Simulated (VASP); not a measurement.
# CsLiO5 (P4/mmm) in VASP: single point with PBE

Aim: the single point of CsLiO5 with PBE.

Everything below comes from runs of VASP 6.6.1. Logs are shortened: lines on timing, memory, paths and dates and some standing lists are left out, and cuts for length are marked.

## 1. The cell of the first run

The structure is tetragonal, space group P4/mmm (No. 123). The conventional cell has a = 3.900 Å, b = 3.900 Å, c = 6.884 Å, α = 90.00°, β = 90.00°, γ = 90.00°. Cs (site symmetry 4/mmm) is surrounded by 12 O at 2.76 to 2.84 Å. Around Li (site symmetry 4/mmm) lie 8 O at 2.39 Å. Around O (site symmetry 4/mmm) lie 4 Cs at 2.76 Å and 8 O at 2.84 Å. O (site symmetry 2mm) has 2 Li at 2.39 Å as nearest neighbours.

The cell was built by a generator and needn't be a form met in nature.

## 2. Single point, PBE (species swapped into the AgPPd5 type (P4/mmm, No. 123))

The input, INCAR:

```
SYSTEM = CsLiO5
PREC = Accurate
ENCUT = 520
EDIFF = 1E-6
ISMEAR = 0
SIGMA = 0.1
LREAL = .FALSE.
LASPH = .TRUE.
NELM = 100
ALGO = Fast
ISIF = 2
LWAVE = .FALSE.
LCHARG = .FALSE.
GGA = PE
NBANDS = 30
```

The input, KPOINTS:

```
Automatic mesh
0
G
  4 4 4
  0 0 0
```

The input, POSCAR:

```
CsLiO5
1.0
    3.9002745800      0.0000000000      0.0000000000
    0.0000000000      3.9002745800      0.0000000000
    0.0000000000      0.0000000000      6.8843160500
Cs Li O
1 1 5
Direct
    0.5000000000      0.5000000000      0.0000000000
    0.0000000000      0.0000000000      0.5000000000
    0.0000000000      0.0000000000      0.0000000000
    0.5000000000      0.0000000000      0.6995300100
    0.0000000000      0.5000000000      0.6995300100
    0.5000000000      0.0000000000      0.3004699900
    0.0000000000      0.5000000000      0.3004699900
```

Potentials or basis: VASP PAW PBE potentials, release 64 (Cs_sv, Li_sv, O).

The run is started by

```
$ cat potpaw_PBE.64/Cs_sv/POTCAR potpaw_PBE.64/Li_sv/POTCAR potpaw_PBE.64/O/POTCAR > POTCAR
$ mpirun -np 1 vasp_std > vasp.out
```

OUTCAR:

```text
SYSTEM = CsLiO5
   PREC = Accurate
   ENCUT = 520
   EDIFF = 1E-6
   ISMEAR = 0
   LREAL = .FALSE.
   LASPH = .TRUE.
   NELM = 100
   ISIF = 2
   GGA = PE

 ion  position               nearest neighbor table
   1  0.500  0.500  0.000-
   2  0.000  0.000  0.500-
   3  0.000  0.000  0.000-
   4  0.500  0.000  0.700-
   5  0.000  0.500  0.700-
   6  0.500  0.000  0.300-
   7  0.000  0.500  0.300-

  LATTYP: Found a simple tetragonal cell.
 ALAT       =     3.9002745800
 C/A-ratio  =     1.7650849726

  Lattice vectors:

 A1 = (   3.9002745800,   0.0000000000,   0.0000000000)
 A2 = (   0.0000000000,   3.9002745800,   0.0000000000)
 A3 = (   0.0000000000,   0.0000000000,   6.8843160500)

Analysis of symmetry for initial positions (statically):
=====================================================================
 Subroutine PRICEL returns:
 Original cell was already a primitive cell.

 Routine SETGRP: Setting up the symmetry group for a
 simple tetragonal supercell.

 Subroutine GETGRP returns: Found 16 space group operations
 (whereof 16 operations were pure point group operations)
 out of a pool of 16 trial point group operations.

The static configuration has the point symmetry D_4h.

Analysis of symmetry for dynamics (positions and initial velocities):
=====================================================================
 Subroutine PRICEL returns:
 Original cell was already a primitive cell.

 Routine SETGRP: Setting up the symmetry group for a
 simple tetragonal supercell.

 Subroutine GETGRP returns: Found 16 space group operations
 (whereof 16 operations were pure point group operations)
 out of a pool of 16 trial point group operations.

The dynamic configuration has the point symmetry D_4h.

 Subroutine INISYM returns: Found 16 space group operations
 (whereof 16 operations are pure point group operations),
 and found     1 'primitive' translations

----------------------------------------------------------------------------------------

                                     Primitive cell

  volume of cell :     104.7252

  direct lattice vectors                    reciprocal lattice vectors
     3.900274580  0.000000000  0.000000000     0.256392205  0.000000000  0.000000000
     0.000000000  3.900274580  0.000000000     0.000000000  0.256392205  0.000000000
     0.000000000  0.000000000  6.884316050     0.000000000  0.000000000  0.145257712

  length of vectors
     3.900274580  3.900274580  6.884316050     0.256392205  0.256392205  0.145257712

  position of ions in fractional coordinates (direct lattice)
     0.500000000  0.500000000  0.000000000
     0.000000000  0.000000000  0.500000000
     0.000000000  0.000000000  0.000000000
     0.500000000  0.000000000  0.699530010
     0.000000000  0.500000000  0.699530010
     0.500000000  0.000000000  0.300469990
     0.000000000  0.500000000  0.300469990

  ion indices of the primitive-cell ions
   primitive index   ion index
                 1           1
                 2           2
                 3           3
                 4           4
                 5           5
                 6           6
                 7           7

----------------------------------------------------------------------------------------

 KPOINTS: Automatic mesh

Automatic generation of k-mesh.
 Grid dimensions read from file:
 generate k-points for:    4    4    4

 Generating k-lattice:

  Cartesian coordinates                     Fractional coordinates (reciprocal lattice)
     0.064098051  0.000000000  0.000000000     0.250000000  0.000000000  0.000000000
     0.000000000  0.064098051  0.000000000     0.000000000  0.250000000  0.000000000
     0.000000000  0.000000000  0.036314428     0.000000000  0.000000000  0.250000000

  Length of vectors
     0.064098051  0.064098051  0.036314428

  Shift w.r.t. Gamma in fractional coordinates (k-lattice)
     0.000000000  0.000000000  0.000000000

 Subroutine IBZKPT returns following result:
 ===========================================

 Found     18 irreducible k-points:

 Following reciprocal coordinates:
            Coordinates               Weight
  0.000000  0.000000  0.000000      1.000000
  0.250000  0.000000  0.000000      4.000000
  0.500000  0.000000  0.000000      2.000000
  0.250000  0.250000  0.000000      4.000000
  0.500000  0.250000  0.000000      4.000000
  0.500000  0.500000  0.000000      1.000000
[... 10 lines left out ...]
  0.500000  0.250000  0.500000      4.000000
  0.500000  0.500000  0.500000      1.000000
   k-points           NKPTS =     18   k-points in BZ     NKDIM =     18   number of bands    NBANDS=     30
   number of dos      NEDOS =    301   number of ions     NIONS =      7
   total plane-waves  NPLWV =  48600
   dimension x,y,z NGX =    30 NGY =   30 NGZ =   54
   dimension x,y,z NGXF=    60 NGYF=   60 NGZF=  108
   ions per type =               1   1   5
   NGX,Y,Z   is equivalent  to a cutoff of  12.79, 12.79, 13.04 a.u.
   NGXF,Y,Z  is equivalent  to a cutoff of  25.57, 25.57, 26.08 a.u.
 SYSTEM =  CsLiO5
   PREC   = accura    normal or accurate (medium, high low for compatibility)
   ISTART =      0    job   : 0-new  1-cont  2-samecut
   ICHARG =      2    charge: 1-file 2-atom 10-const
   ISPIN  =      1    spin polarized calculation?
   LNONCOLLINEAR =      F non collinear calculations
   LSORBIT =      F    spin-orbit coupling
   LASPH  =      T    aspherical Exc in radial PAW
   ENCUT  =  520.0 eV  38.22 Ry    6.18 a.u.   7.25  7.25 12.80*2*pi/ulx,y,z
   NELM   =    100;   NELMIN=  2; NELMDL= -5     # of ELM steps
   EDIFF  = 0.1E-05   stopping-criterion for ELM
   LREAL  =      F    real-space projection
   EDIFFG = 0.1E-04   stopping-criterion for IOM
   NSW    =      0    number of steps for IOM
   IBRION =     -1    ionic relax: 0-MD 1-quasi-New 2-CG
   NFREE  =      0    steps in history (QN), initial steepest desc. (CG)
   ISIF   =      2    stress and relaxation
   ISYM   =      2    0-nonsym 1-usesym 2-fastsym
   POTIM  = 0.5000    time-step for ionic-motion
   TEBEG  =    0.0;   TEEND  =   0.0 temperature during run
   PSTRESS=    0.0 pullay stress
   NELECT =      42.0000    total number of electrons
   NUPDOWN=      -1.0000    fix difference up-down
   EMIN   =  10.00;   EMAX   =-10.00  energy-range for DOS
   EFERMI =   0.00;   METHOD = LEGACY
   ISMEAR =     0;   SIGMA  =   0.10  broadening in eV -4-tet -1-fermi 0-gaus
   EFERMI_NEDOS =   21; number of points for ismear=-14 and -15
   IALGO  =     68    algorithm
   IMIX   =      4    mixing-type and parameters
     AMIX     =   0.40;   BMIX     =  1.00
     AMIX_MAG =   1.60;   BMIX_MAG =  1.00
  volume/ion in A,a.u.               =      14.96       100.96
  Fermi-wavevector in a.u.,A,eV,Ry     =   1.207279  2.281426 19.830789  1.457522
  Thomas-Fermi vector in A             =   2.342921
   LORBIT       =      0    0 simple, 1 ext, 2 COOP (PROOUT), +10 PAW based schemes
   GGA     = PE    functional components
   LHFCALC =     F    Hartree Fock is set to
   AEXX    =    0.0000 exact exchange contribution
   IVDW    =     0    specifies the selected vdW correction
   LEPSILON=     F    determine dielectric tensor
   LRPA    =     F    only Hartree local field effects (RPA)
 non-spin polarized calculation
 RMM-DIIS sequential band-by-band and
 Gauss-broadening in eV      SIGMA  =   0.10
  energy-cutoff  :      520.00
  volume of cell :      104.73
 maximum number of plane-waves:      2841
 NGX is ok and might be reduce to    30
   NGX = 15   NGY = 15   NGZ = 25

 number of electron      42.0000002 magnetization

 Free energy of the ion-electron system (eV)
  ---------------------------------------------------
  ext. energy  EPLUGINS =         0.00000000
  ---------------------------------------------------
  free energy    TOTEN  =       -20.82031262 eV

  energy without entropy =      -20.74261682  energy(sigma->0) =      -20.78146472

 E-fermi :  -1.2508     XC(G=0):  -9.3739

 val. band max:       -1.2513866052   @ k =   0.2500   0.2500   0.5000
 cond. band min:      -1.2335848318   @ k =   0.5000   0.2500   0.0000
 fundamental gap:      0.0178017734
 Fermi energy:        -1.2508015024

 k-point     1 :       0.0000    0.0000    0.0000
  band No.  band energies     occupation
      1     -44.1749      2.00000
      2     -19.9412      2.00000
      3     -17.3473      2.00000
      4     -17.2306      2.00000
      5     -16.5811      2.00000
      6     -16.5801      2.00000
[... 22 lines left out ...]
     29       9.9651      0.00000
     30      10.6658      0.00000

 k-point     2 :       0.2500    0.0000    0.0000
  band No.  band energies     occupation
      1     -44.1747      2.00000
      2     -19.7230      2.00000
      3     -17.2031      2.00000
      4     -17.1996      2.00000
      5     -16.8598      2.00000
      6     -16.6439      2.00000
[... 22 lines left out ...]
     29      10.2583      0.00000
     30      11.0947      0.00000

 k-point     3 :       0.5000    0.0000    0.0000
  band No.  band energies     occupation
      1     -44.1745      2.00000
      2     -19.4417      2.00000
      3     -17.4113      2.00000
      4     -16.9165      2.00000
      5     -16.8554      2.00000
      6     -16.8368      2.00000
[... 22 lines left out ...]
     29      10.2598      0.00000
     30      11.2500      0.00000

 k-point     4 :       0.2500    0.2500    0.0000
  band No.  band energies     occupation
      1     -44.1744      2.00000
      2     -19.5409      2.00000
      3     -17.2047      2.00000
      4     -17.0843      2.00000
      5     -16.8426      2.00000
      6     -16.8365      2.00000
[... 418 lines left out ...]
     29      10.2084      0.00000
     30      10.4510      0.00000

 k-point    17 :       0.5000    0.2500    0.5000
  band No.  band energies     occupation
      1     -44.1742      2.00000
      2     -19.3150      2.00000
      3     -17.2031      2.00000
      4     -17.0695      2.00000
      5     -17.0520      2.00000
      6     -16.7470      2.00000
[... 22 lines left out ...]
     29      10.3528      0.00000
     30      11.1340      0.00000

 k-point    18 :       0.5000    0.5000    0.5000
  band No.  band energies     occupation
      1     -44.1740      2.00000
      2     -19.1834      2.00000
      3     -17.0387      2.00000
      4     -17.0387      2.00000
      5     -16.9920      2.00000
      6     -16.8344      2.00000
[... 22 lines left out ...]
     29      10.8801      0.00000
     30      11.1175      0.00000

------------------------ aborting loop because EDIFF is reached ----------------------------------------

  FORCE on cell =-STRESS in cart. coord.  units (eV):
  Direction    XX          YY          ZZ          XY          YZ          ZX
  --------------------------------------------------------------------------------------
  -------------------------------------------------------------------------------------
  Total       -4.0459968     -4.0459968     -4.1830915      0.0000000     -0.0000000      0.0000000
  in kB      -61.8991887    -61.8991887    -63.9965831      0.0000000     -0.0000000      0.0000000
  external PRESSURE =     -62.5983201 kB  Pullay stress =       0.0000000 kB

 VOLUME and BASIS-vectors are now :
 -----------------------------------------------------------------------------
  energy-cutoff  :      520.00
  volume of cell :      104.73
      direct lattice vectors                 reciprocal lattice vectors
     3.900274580  0.000000000  0.000000000     0.256392205  0.000000000  0.000000000
     0.000000000  3.900274580  0.000000000     0.000000000  0.256392205  0.000000000
     0.000000000  0.000000000  6.884316050     0.000000000  0.000000000  0.145257712

 POSITION                                       TOTAL-FORCE (eV/Angst)
 -----------------------------------------------------------------------------------
      1.95014      1.95014      0.00000         0.000000     -0.000000     -0.000000
      0.00000      0.00000      3.44216         0.000000     -0.000000     -0.000000
      0.00000      0.00000      0.00000         0.000000     -0.000000     -0.000000
      1.95014      0.00000      4.81579        -0.000000     -0.000000     -0.599335
      0.00000      1.95014      4.81579         0.000000      0.000000     -0.599335
      1.95014      0.00000      2.06853         0.000000     -0.000000      0.599335
      0.00000      1.95014      2.06853         0.000000      0.000000      0.599335
 -----------------------------------------------------------------------------------
    total drift:                                0.000000      0.000000      0.000000

  FREE ENERGIE OF THE ION-ELECTRON SYSTEM (eV)
  ---------------------------------------------------
  free  energy   TOTEN  =       -20.8203126241 eV

  energy  without entropy=      -20.7426168199  energy(sigma->0) =      -20.78146472
```

It took 74 s on 1 thread of Intel Xeon Platinum 8259CL at 2.50GHz (Skylake/Cascade Lake), shared host; peak memory 0.23 GiB.

What came out:

- Free energy: -20.8203 eV
- Largest force: 0.599 eV/Å
- Band gap on the k mesh: none (metal or under the smearing width)

Forces in eV/Å, atoms in the order of the input:
```
Cs   0.000  0.000  0.000
Li   0.000  0.000  0.000
O    0.000  0.000  0.000
O    0.000  0.000 -0.599
O    0.000  0.000 -0.599
O    0.000  0.000  0.599
O    0.000  0.000  0.599
```

Caveat: the k mesh is coarse (spacing up to 0.40 Å⁻¹), so the values aren't converged; the cutoff is under 1.25 times the usual one of these potentials, so pressure, stress and relaxed cells hold a basis-set (Pulay) error. Spin-orbit coupling is left out, which matters for the levels of Cs.
